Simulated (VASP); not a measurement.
# MnHg (Pm-3m) in VASP: optical spectrum with revPBE+D3(BJ)+U

Aim: the optical spectrum of MnHg with revPBE+D3(BJ)+U.

Program: VASP 6.6.1. These are calculated values, not measurements. Logs are shortened: lines on timing, memory, paths and dates and some standing lists are left out, and cuts for length are marked.

## Step 1: Starting point

It takes space group Pm-3m (No. 221, cubic). The conventional cell has a = 3.315 Å, b = 3.315 Å, c = 3.315 Å, α = 90.00°, β = 90.00°, γ = 90.00°. Hg (site symmetry m-3m) is surrounded by 8 Mn at 2.87 Å. Mn (site symmetry m-3m) has 8 Hg at 2.87 Å as nearest neighbours.

## Step 2: Optical spectrum, revPBE+D3(BJ)+U, collinear spin, antiferromagnetic start

File INCAR:

```
PREC = Accurate
ENCUT = 520
EDIFF = 1E-6
ISMEAR = 1
SIGMA = 0.1
LREAL = F
LASPH = T
NELM = 100
ALGO = Normal
ISIF = 2
LWAVE = F
LCHARG = F
ISPIN = 2
MAGMOM = 0 0 4 -4
LORBIT = 11
LMAXMIX = 4
LDAU = T
LDAUTYPE = 2
LDAUL = -1 2
LDAUU = 0 4.5
LDAUJ = 0 0
LDAUPRINT = 1
GGA = RE
IVDW = 12
LOPTICS = T
NBANDS = 73
NEDOS = 1000
CSHIFT = 0.1
```

File KPOINTS:

```
regular mesh
0
Gamma
  8 8 4
```

File POSCAR:

```
MnHg
1.0
    3.3150000000      0.0000000000      0.0000000000
    0.0000000000      3.3150000000      0.0000000000
    0.0000000000      0.0000000000      6.6300000000
Hg Mn
2 2
Direct
    0.0000000000      0.0000000000      0.0000000000
    0.0000000000      0.0000000000      0.5000000000
    0.5000000000      0.5000000000      0.2500000000
    0.5000000000      0.5000000000      0.7500000000
```

Potentials or basis: VASP PAW PBE potentials, release 64 (Hg, Mn_pv).

Launch:

```
$ cat potpaw_PBE.64/Hg/POTCAR potpaw_PBE.64/Mn_pv/POTCAR > POTCAR
$ mpirun -np 1 vasp_std > vasp.out
```

OUTCAR:

```text
PREC = Accurate
   ENCUT = 520
   EDIFF = 1E-6
   ISMEAR = 1
   LREAL = F
   LASPH = T
   NELM = 100
   ISIF = 2
   ISPIN = 2
   LORBIT = 11
   GGA = RE
   IVDW = 12
 IVDW          = 12

 ion  position               nearest neighbor table
   1  0.000  0.000  0.000-   3 2.87   4 2.87   3 2.87   4 2.87   3 2.87   4 2.87   3 2.87   4 2.87
                             2 3.31   2 3.31
   2  0.000  0.000  0.500-   3 2.87   4 2.87   3 2.87   4 2.87   3 2.87   4 2.87   3 2.87   4 2.87
                             1 3.31   1 3.31
   3  0.500  0.500  0.250-   1 2.87   2 2.87   1 2.87   2 2.87   1 2.87   2 2.87   1 2.87   2 2.87

   4  0.500  0.500  0.750-   1 2.87   2 2.87   1 2.87   2 2.87   1 2.87   2 2.87   1 2.87   2 2.87

  LATTYP: Found a simple tetragonal cell.
 ALAT       =     3.3150000000
 C/A-ratio  =     2.0000000000

  Lattice vectors:

 A1 = (   3.3150000000,   0.0000000000,   0.0000000000)
 A2 = (   0.0000000000,   3.3150000000,   0.0000000000)
 A3 = (   0.0000000000,   0.0000000000,   6.6300000000)

Analysis of symmetry for initial positions (statically):
=====================================================================
 Subroutine PRICEL returns following result:

  LATTYP: Found a simple cubic cell.
 ALAT       =     3.3150000000
[... 12 lines left out ...]
 Subroutine GETGRP returns: Found 16 space group operations
 (whereof 16 operations were pure point group operations)
 out of a pool of 16 trial point group operations.

The static configuration has the point symmetry D_4h.

Analysis of symmetry for dynamics (positions and initial velocities):
=====================================================================
 Subroutine PRICEL returns following result:

  LATTYP: Found a simple cubic cell.
 ALAT       =     3.3150000000
[... 12 lines left out ...]
 Subroutine GETGRP returns: Found 16 space group operations
 (whereof 16 operations were pure point group operations)
 out of a pool of 16 trial point group operations.

The dynamic configuration has the point symmetry D_4h.

Analysis of structural, dynamic, and magnetic symmetry:
=====================================================================
 Subroutine PRICEL returns following result:

  LATTYP: Found a simple cubic cell.
 ALAT       =     3.3150000000
[... 12 lines left out ...]
 Subroutine GETGRP returns: Found 16 space group operations
 (whereof 16 operations were pure point group operations)
 out of a pool of 16 trial point group operations.

The overall configuration has the point symmetry D_4h.

 Subroutine INISYM returns: Found 16 space group operations
 (whereof 16 operations are pure point group operations),
 and found     2 'primitive' translations

----------------------------------------------------------------------------------------

                                     Primitive cell

  volume of cell :      36.4293

  direct lattice vectors                    reciprocal lattice vectors
     3.315000000  0.000000000  0.000000000     0.301659125  0.000000000  0.000000000
     0.000000000  3.315000000  0.000000000     0.000000000  0.301659125  0.000000000
     0.000000000  0.000000000  3.315000000     0.000000000  0.000000000  0.301659125

  length of vectors
     3.315000000  3.315000000  3.315000000     0.301659125  0.301659125  0.301659125
[... 195 lines left out ...]
  ---------------------------------------------------
  ext. energy  EPLUGINS =         0.00000000
  ---------------------------------------------------
  free energy    TOTEN  =       -12.15925417 eV

  energy without entropy =      -12.15934351  energy(sigma->0) =      -12.15928395

 E-fermi :   6.2609     XC(G=0): -11.5794

 val. band max:        6.2575462753   @ k =   0.2500   0.1250   0.5000
 cond. band min:       6.2944600450   @ k =   0.5000   0.5000   0.5000
 fundamental gap:      0.0369137697
 Fermi energy:         6.2608921154

 spin component 1

 k-point     1 :       0.0000    0.0000    0.0000
  band No.  band energies     occupation
      1     -45.2481      1.00000
      2     -45.2481      1.00000
      3     -45.2235      1.00000
      4     -40.4994      1.00000
      5     -40.4994      1.00000
      6     -40.4911      1.00000
[... 1913 lines left out ...]
     36      14.8605      0.00000
     37      15.1867      0.00000

 [... further k-points ...]

 [bands above 37 left out]

------------------------ aborting loop because EDIFF is reached ----------------------------------------

 Edisp (eV)   -2.84500

 E8    (eV) :    -2.0243

  FORCE on cell =-STRESS in cart. coord.  units (eV):
  Direction    XX          YY          ZZ          XY          YZ          ZX
  --------------------------------------------------------------------------------------
  -------------------------------------------------------------------------------------
  Total       2.31624     2.31624     3.65541     0.00000     0.00000    -0.00000
  in kB      50.93472    50.93472    80.38343     0.00000     0.00000    -0.00000
  external pressure =       60.75 kB  Pullay stress =        0.00 kB

 VOLUME and BASIS-vectors are now :
 -----------------------------------------------------------------------------
  energy-cutoff  :      520.00
  volume of cell :       72.86
      direct lattice vectors                 reciprocal lattice vectors
     3.315000000  0.000000000  0.000000000     0.301659125  0.000000000  0.000000000
     0.000000000  3.315000000  0.000000000     0.000000000  0.301659125  0.000000000
     0.000000000  0.000000000  6.630000000     0.000000000  0.000000000  0.150829563

 POSITION                                       TOTAL-FORCE (eV/Angst)
 -----------------------------------------------------------------------------------
      0.00000      0.00000      0.00000         0.000000      0.000000     -0.000000
      0.00000      0.00000      3.31500         0.000000      0.000000     -0.000000
      1.65750      1.65750      1.65750        -0.000000     -0.000000      0.000000
      1.65750      1.65750      4.97250         0.000000      0.000000     -0.000000
 -----------------------------------------------------------------------------------
    total drift:                                0.000000      0.000000      0.000000

  FREE ENERGIE OF THE ION-ELECTRON SYSTEM (eV)
  ---------------------------------------------------
  free  energy   TOTEN  =       -15.0042560422 eV

  energy  without entropy=      -15.0043453837  energy(sigma->0) =      -15.00428582

 electrical conductivity sigma (Mega S m-1) (frequency dependency in vasprun.xml)
  --------------------------------------------------------------------------------------
       0.102       0.000       0.000
       0.000       0.102       0.000
       0.000      -0.000       0.049

  frequency dependent IMAGINARY DIELECTRIC FUNCTION (independent particle, no local field effects) density-density
     E(ev)      X         Y         Z        XY        YZ        ZX
  --------------------------------------------------------------------------------------------------------------
     0.00000     0.00000     0.00000    -0.00000     0.00000     0.00000     0.00000
     1.06294    50.68163    50.68163    52.36808     0.00000    -0.00000     0.00000
     2.12588    23.21110    23.21110     9.44114     0.00000     0.00000     0.00000
     3.18882     9.97267     9.97267     9.50876     0.00000    -0.00000     0.00000
     4.25176     4.27355     4.27355     1.87865     0.00000    -0.00000    -0.00000
     5.31470     2.05007     2.05007     1.86900     0.00000     0.00000    -0.00000
[... 92 lines left out ...]
   104.16822     0.00000     0.00000     0.00000     0.00000    -0.00000     0.00000
   105.23116     0.00000     0.00000     0.00000     0.00000    -0.00000     0.00000

  frequency dependent      REAL DIELECTRIC FUNCTION (independent particle, no local field effects) density-density
     E(ev)        X           Y           Z          XY          YZ          ZX
  --------------------------------------------------------------------------------------------------------------
     0.00000   166.58861   166.58861  3140.18993     0.00000    -0.00000    -0.00000
     1.06294   -17.47231   -17.47231   -87.11205     0.00000     0.00000     0.00000
     2.12588    -4.16969    -4.16969   -17.73920    -0.00000    -0.00000     0.00000
     3.18882    -4.72721    -4.72721    -9.25177     0.00000    -0.00000     0.00000
     4.25176    -4.32840    -4.32840    -6.87727     0.00000     0.00000     0.00000
     5.31470    -1.63016    -1.63016    -3.54800     0.00000     0.00000     0.00000
[... 92 lines left out ...]
   104.16822     0.93394     0.93394     0.92756     0.00000     0.00000     0.00000
   105.23116     0.93560     0.93560     0.92934     0.00000     0.00000     0.00000

  frequency dependent IMAGINARY DIELECTRIC FUNCTION (independent particle, no local field effects) current-current
     E(ev)      X         Y         Z        XY        YZ        ZX
  --------------------------------------------------------------------------------------------------------------
     0.00000   -53.46179   -53.46179  3124.61816     0.00000     0.00000     0.00000
     1.06294    46.61666    46.61666    52.03361     0.00000    -0.00000     0.00000
     2.12588    22.85133    22.85133     9.17372     0.00000     0.00000     0.00000
     3.18882    10.04345    10.04345     9.48442     0.00000    -0.00000    -0.00000
     4.25176     4.26520     4.26520     1.83512     0.00000     0.00000     0.00000
     5.31470     2.04367     2.04367     1.84850     0.00000     0.00000     0.00000
[... 92 lines left out ...]
   104.16822    -0.00000    -0.00000    -0.00000     0.00000     0.00000     0.00000
   105.23116    -0.00000    -0.00000    -0.00000     0.00000     0.00000     0.00000

  frequency dependent      REAL DIELECTRIC FUNCTION (independent particle, no local field effects) current-current
     E(ev)        X           Y           Z          XY          YZ          ZX
  --------------------------------------------------------------------------------------------------------------
     0.00000   105.98791   105.98791  -515.72888     0.00000     0.00000     0.00000
     1.06294   -24.55642   -24.55642   -53.62379     0.00000    -0.00000     0.00000
     2.12588    -5.75305    -5.75305    -8.21317     0.00000     0.00000    -0.00000
     3.18882    -5.20664    -5.20664    -5.21977     0.00000    -0.00000     0.00000
     4.25176    -4.52019    -4.52019    -4.48101     0.00000    -0.00000    -0.00000
     5.31470    -1.68328    -1.68328    -1.95410     0.00000    -0.00000     0.00000
[... 92 lines left out ...]
   104.16822     0.93407     0.93407     0.93197    -0.00000    -0.00000     0.00000
   105.23116     0.93573     0.93573     0.93367    -0.00000    -0.00000     0.00000

 total charge

# of ion       s       p       d       tot
------------------------------------------
    1        0.880   0.526   9.247  10.653
    2        0.880   0.526   9.247  10.653
    3        0.275   6.198   4.870  11.343
    4        0.275   6.198   4.870  11.343
--------------------------------------------------
tot          2.309  13.448  28.235  43.993

 magnetization (x)

# of ion       s       p       d       tot
------------------------------------------
    1        0.000   0.000   0.000   0.000
    2        0.000   0.000   0.000   0.000
    3        0.051   0.044   4.364   4.459
    4       -0.051  -0.044  -4.364  -4.459
--------------------------------------------------
tot          0.000   0.000   0.000   0.000
```

Run time: 7 min. Hardware: 1 thread of Intel Xeon Platinum 8259CL at 2.50GHz (Skylake/Cascade Lake), shared host; peak memory 0.77 GiB.

What came out:

```yaml
Free_energy: -15.0043 eV
Pressure: 6.1 GPa
Band_gap_on_the_k_mesh: none (metal or under the smearing width)
Net_moment: 0.00 μB per cell
Site_moments: Hg +0.00; Mn +4.46, -4.46 μB
Valence_electrons_inside_the_program's_atomic_spheres: Hg 10.65; Mn 11.34
Dispersion_energy_per_atom: -0.711 eV
```

Stress tensor (GPa, compression positive):
```
5.09 0.00 0.00
0.00 5.09 0.00
0.00 0.00 8.04
```

Dielectric function (mean over the directions given):
```
energy (eV)  real part  imaginary part
       0.32     -75.34          235.58
       0.96     -40.11           59.57
       1.59      -5.76            5.82
       2.34      -7.95           22.78
       2.98      -5.21           15.44
       3.61      -4.62            9.63
       4.36      -4.34            5.70
       5.00      -4.45            2.69
       5.74      -2.85            5.12
       6.38      -1.83            1.67
       7.02      -1.13            1.84
       7.76      -0.26            1.83
       8.40       0.22            2.33
       9.04       0.23            2.45
       9.78      -0.70            2.10
      10.42      -0.41            1.45
      11.16       0.15            1.24
      11.80       0.17            1.20
      12.44       0.20            1.58
      13.18       0.29            1.01
      13.82       0.45            0.81
      14.46       0.44            1.00
      15.20       0.61            0.93
      15.84       0.53            1.08
      16.58       0.72            0.84
      17.22       0.79            1.20
      17.86       0.57            0.78
      18.60       0.57            0.99
      19.24       0.61            0.90
      19.98       0.53            1.17
```

Eigenvalues of the final occupation matrices:
```tsv
site	spin	trace	eigenvalues
site 3 d	1	4.63	0.92 0.93 0.93 0.93 0.93
site 3 d	2	0.26	0.02 0.03 0.06 0.07 0.07
site 4 d	1	0.26	0.02 0.03 0.06 0.07 0.07
site 4 d	2	4.63	0.92 0.93 0.93 0.93 0.93
```

Caveat: spectra need much finer meshes, so this one isn't converged; independent-particle spectra lack excitons; the intraband (Drude) part of a metal's response may be missing; the PAW data sets were made with another functional, which shifts forces and pressure a little; pairwise dispersion overbinds metals, which lowers pressure and volume; the U is typed as a test and isn't derived for this compound. The state reached can hang on the start; a lower one may exist.
